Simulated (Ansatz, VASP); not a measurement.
Ta4O in VASP and in Ansatz

File INCAR:

```
SYSTEM = Ta4O
PREC = Accurate
ENCUT = 520
EDIFF = 1E-6
ISMEAR = 0
SIGMA = 0.1
LREAL = .FALSE.
LASPH = .TRUE.
NELM = 60
ALGO = Normal
ISIF = 2
LWAVE = .FALSE.
LCHARG = .FALSE.
GGA = PE
NBANDS = 33
```

KPOINTS

```
regular mesh
0
G
  1 1 1
  0 0 0
```

POSCAR

```
Ta4O
1.0
    3.2320470291     -0.0152481768      0.0288595295
   -0.0152481768      3.2607564900     -0.0239794059
    0.0656424534     -0.0545423666      7.3830922482
Ta O
4 1
Direct
    0.0557881040      0.0175980815      0.4959207976
    0.5099888585      0.4844793375      0.7830196518
    0.4958958890      0.5104955771      0.2247411169
    0.0271957279      0.0119959521     -0.0099535760
    0.4860972249      0.4512680640      0.5148622201
```

Input for Ansatz:

```yaml
crystal:
  lattice:
    - [3.2320470291, -0.0152481768, 0.0288595295]
    - [-0.0152481768, 3.26075649, -0.0239794059]
    - [0.0656424534, -0.0545423666, 7.3830922482]
  atoms:
    - { symbol: Ta, position: [0.055788104, 0.0175980815, 0.4959207976] }
    - { symbol: Ta, position: [0.5099888585, 0.4844793375, 0.7830196518] }
    - { symbol: Ta, position: [0.495895889, 0.5104955771, 0.2247411169] }
    - { symbol: Ta, position: [0.0271957279, 0.0119959521, -0.009953576] }
    - { symbol: O, position: [0.4860972249, 0.451268064, 0.5148622201] }
basis:
  ecutwfc: 420
kpoints:
  mp_grid: { grid: [1, 1, 1] }
hamiltonian:
  xc: pbe
scf:
  occupations: { method: gaussian, width: 0.1 }
output:
  forces: true
  stress: true
  eigenvalues: true
```

Change from the starting cell: kmesh displaced: [1, 1, 1] Gamma-centred.

Alike in both runs: task single point; functional PBE; k mesh 1 × 1 × 1; occupations gaussian, width 0.1 eV; no spin polarisation.

|  | VASP | Ansatz |
| --- | --- | --- |
| version | VASP 6.6.1 | Ansatz 0.2.0 |
| potentials or method | VASP PAW PBE potentials, release 64 (Ta_pv, O) | scalar-relativistic, plane waves, PAW |
| plane-wave cutoff (eV) | 520 | 420 |
| valence electrons in the cell | 50 | 58 |

Ansatz gave:

| Item | Value |
| --- | --- |
| gap on the k mesh at the Fermi level (eV) | 0.04 |
| least direct gap on the mesh (eV) | 0.04 |
| pressure (GPa) | 8.0 |
| largest component of the traceless stress (GPa) | 9.92 |
| rms of the force components (eV/Å) | 2.123 |

Question: What did VASP give for the same quantities?

Answer: gap on the k mesh at the Fermi level (eV): 0.04; least direct gap on the mesh (eV): 0.04; pressure (GPa): 8.9; largest component of the traceless stress (GPa): 9.99; rms of the force components (eV/Å): 2.147.

Atom by atom the forces differ by 0.032 eV/Å (rms over components). The functional is the same, so the differences come from potentials, cutoffs and numerics. The two sets of potentials don't hold the same shells in valence.

Caveats: the k mesh is coarse (spacing up to 1.94 Å⁻¹), so the values aren't converged; spin-orbit coupling is left out, which moves the levels of the heavy elements; an odd mesh through Γ misses points on the zone boundary, where band edges often lie; forces of over 1 eV/Å show positions far from the minimum, so gaps and moduli don't describe the material at rest.
